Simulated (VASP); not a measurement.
Consider the following.

```yaml
crystal:
  lattice:
    - [2.92325, 0.00000, 0.00000]
    - [0.00000, 2.92325, 0.00000]
    - [0.00000, 0.00000, 4.16103]
  atoms:
    - { symbol: Ti, position: [0.50000, 0.50000, 0.50000] }
    - { symbol: In, position: [0.00000, 0.00000, 0.00000] }
```

All values below come from LDA (Ceperley-Alder, Perdew-Zunger), VASP's LDA PAW potentials (set 64) (plane waves; VASP 6.6.1). Settings: 400 eV cut-off, 11×11×8 Γ-centred mesh, first-order Methfessel-Paxton smearing of 0.10 eV, potentials Ti_sv In_d.

Unless said otherwise, spin-orbit coupling is left out, though it shifts the bands of the heavy elements here.

Question: Predict the energy per atom (σ→0), band gap (on the k-mesh) with the smallest direct gap where there is one.

Answer: 
The band gap (on the k-mesh) is none (metal, semimetal or under 0.01 eV) and the energy per atom (σ→0) is -592.4 kJ/mol of atoms.

The structure comes from a computed database's TiIn entry (P4/mmm); how it stands against other phases isn't given here. It was relaxed first, which changed the volume by -6 %. The start is the result of an earlier pass. The electron count is odd and the run is not spin-polarised, which forces a metal.
